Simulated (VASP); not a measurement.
# SrTiO3: relaxation of cell and atoms with PBE

The system is SrTiO3.

```xyz
5
Lattice="3.9053 0.0000 0.0000 0.0000 3.9053 0.0000 0.0000 0.0000 3.9053" Properties=species:S:1:pos:R:3 pbc="T T T"
Sr    1.9526    1.9526    1.9526
Ti    0.0000    0.0000    0.0000
O     1.9526    0.0000    0.0000
O     0.0000    1.9526    0.0000
O     0.0000    0.0000    1.9526
```

- Program: VASP 6.6.1
- Task: relaxation of cell and atoms
- Functional: PBE
- Potentials or basis: VASP PAW PBE potentials, release 64 (Sr_sv, Ti_sv, O)
- Cutoff: 600 eV
- k mesh: 8 × 8 × 8
- Occupations: gaussian, width 0.03 eV
- Spin: no spin polarisation
- Further INCAR settings: ALGO = Normal; EDIFF = 1e-06; IBRION = 2; EDIFFG = -0.01; NSW = 90; ISIF = 3

```json
{
 "Relaxed volume": "12.23 Å³/atom",
 "Relaxed cell": "a = 3.940 Å, b = 3.940 Å, c = 3.940 Å, α = 90.00°, β = 90.00°, γ = 90.00°",
 "Space group after relaxing (to 0.05 Å)": "Pm-3m (No. 221)",
 "Energy gained by relaxing": "4.6 meV/atom",
 "Ionic steps": "3",
 "Pressure after relaxing": "0.0 GPa",
 "Band gap on the k mesh": "1.81 eV, indirect (least direct gap 2.18 eV)"
}
```

The path:
| step | energy change (eV) | largest force (eV/Å) | pressure (GPa) | volume (Å³) |
| --- | --- | --- | --- | --- |
| 1 | 0.0000 | 0.0000 | 4.69 | 59.56 |
| 2 | -0.0057 | 0.0000 | -3.75 | 62.62 |
| 3 | -0.0232 | 0.0000 | -0.02 | 61.17 |

Final structure:
```cif
data_structure
_symmetry_space_group_name_H-M 'P 1'
_symmetry_Int_Tables_number 1
_cell_length_a 3.9402
_cell_length_b 3.9402
_cell_length_c 3.9402
_cell_angle_alpha 90.000
_cell_angle_beta 90.000
_cell_angle_gamma 90.000
_cell_volume 61.17
loop_
_atom_site_label
_atom_site_type_symbol
_atom_site_fract_x
_atom_site_fract_y
_atom_site_fract_z
_atom_site_occupancy
Sr1 Sr 0.50000 0.50000 0.50000 1
Ti1 Ti 0.00000 0.00000 0.00000 1
O1 O 0.50000 0.00000 0.00000 1
O2 O 0.00000 0.50000 0.00000 1
O3 O 0.00000 0.00000 0.50000 1
```

Levels at points of the mesh, in eV from the valence-band top:
```csv
k point,band 16,band 17,band 18,band 19,band 20,band 21,band 22,band 23,band 24
"(0.00, 0.00, 0.00)",-1.12,-1.12,-0.37,-0.37,-0.37,1.81,1.81,1.81,4.12
"(0.50, 0.00, 0.00)",-2.29,-2.29,-1.90,-0.73,-0.73,1.96,3.64,3.64,4.13
"(0.50, 0.50, 0.00)",-2.76,-1.74,-1.54,-1.54,-0.09,3.65,3.65,4.09,5.05
"(0.50, 0.50, 0.50)",-3.66,-3.66,0.00,0.00,0.00,4.29,4.29,4.29,6.84
```

It took 50 s on 1 thread of Intel(R) Xeon(R) 6975P-C (Granite Rapids), with other jobs on the host, peak memory 0.23 GiB.

A k mesh can miss the band edges. Zero-point motion and thermal expansion aren't in these numbers.
